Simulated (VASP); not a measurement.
The system is W2N.

```
W N
1.0
     2.83521    0.00000    0.00000
    -1.41760    2.45536    0.00000
     0.00000    0.00000   17.65666
W N
6 3
Cartesian
  0.0000 0.0000 1.3364
  0.0000 0.0000 16.3203
  0.0000 1.6369 4.6265
  1.4176 0.8185 13.0301
  0.0000 1.6369 7.3664
  1.4176 0.8185 10.2903
  0.0000 0.0000 8.8283
  0.0000 1.6369 2.6544
  1.4176 0.8185 15.0023
```

The cell comes from a database or a generator and needn't be the stable form of this composition.

```yaml
Program: VASP 6.6.1
Task: relaxation of cell and atoms
Functional: LDA
Potentials_or_basis: VASP PAW LDA potentials, release 64 (W_sv, N)
Cutoff: 600 eV
k_mesh: 12 × 12 × 2
Occupations: gaussian, width 0.1 eV
Spin: no spin polarisation
```

At the start: pressure -13.3 GPa; volume 13.66 Å³/atom.

**Question.** How do energy, volume and symmetry change on relaxing?

**Answer.** Over 17 steps the energy falls by 26.9 meV/atom and the volume is 13.04 Å³/atom (-4.5 %); space group P-3m1 (No. 164, to 0.05 Å).

Step by step:
```csv
step,energy change (eV),largest force (eV/Å),pressure (GPa),volume (Å³)
1,0.0000,0.4145,-13.31,122.92
2,1.8900,2.6401,52.97,103.82
3,-0.2368,0.1636,-0.90,117.82
4,-0.2375,0.1944,-0.27,117.59
5,-0.2374,0.2087,0.02,117.49
6,-0.2398,0.1814,0.24,117.19
7,-0.2407,0.0527,0.18,117.29
8,-0.2410,0.0480,-0.38,117.48
9,-0.2410,0.0477,-0.32,117.45
10,-0.2413,0.0271,-0.25,117.42
11,-0.2416,0.0407,-0.05,117.35
12,-0.2417,0.0261,0.02,117.32
13,-0.2416,0.0323,0.21,117.24
14,-0.2417,0.0124,0.11,117.28
15,-0.2417,0.0171,-0.03,117.33
16,-0.2417,0.0165,-0.02,117.33
17,-0.2417,0.0041,-0.01,117.33
```

Final structure:
```
CELL_PARAMETERS angstrom
2.79032 0.00000 0.00000
-1.39516 2.41649 0.00000
0.00000 0.00000 17.40087
ATOMIC_POSITIONS crystal
W 0.00000 0.00000 0.07591
W 0.00000 0.00000 0.92409
W 0.33333 0.66667 0.26259
W 0.66667 0.33333 0.73741
W 0.33333 0.66667 0.41755
W 0.66667 0.33333 0.58245
N 0.00000 0.00000 0.50000
N 0.33333 0.66667 0.15080
N 0.66667 0.33333 0.84920
```
